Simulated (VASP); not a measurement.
AgF in VASP: the effect of Hubbard term

The system is AgF, a sheet with vacuum.

```
CELL_PARAMETERS angstrom
3.12210 0.00000 0.00000
0.00000 4.14288 0.00000
0.00000 0.00000 23.80000
ATOMIC_POSITIONS crystal
Ag 0.00000 0.50000 0.29412
F 0.00000 0.00000 0.29412
```

The cell was built by a generator and needn't be a form met in nature.

Alike in all runs:

| Item | Value |
| --- | --- |
| Program | VASP 6.6.1 |
| Task | single point |
| Functional | PBE |
| Potentials or basis | VASP PAW PBE potentials, release 64 (Ag, F) |
| Cutoff | 520 eV |
| k mesh | 9 × 7 × 1 |
| Occupations | fermi-dirac, width 0.05 eV |
| Spin | no spin polarisation |
| Dipole correction | yes |
| Further INCAR settings | ALGO = Normal; EDIFF = 1e-07; NBANDS = 16 |

```tsv
Hubbard term	gap on the mesh (eV)
none	1.10
Ag d U = 2 eV	1.38
Ag d U = 3 eV	1.54
Ag d U = 4 eV	1.71
Ag d U = 5 eV	1.88
Ag d U = 6 eV	?
Ag d U = 8 eV	2.41
```

Question: What does the run with Hubbard term Ag d U = 6 eV give?

Answer: gap on the mesh 2.05 eV.

Worked out: A parabola through the other rows of the gap on the mesh, of slope 0.177 eV per eV there, gives 2.05 eV, against the run's 2.05.

A k mesh can miss the band edges.
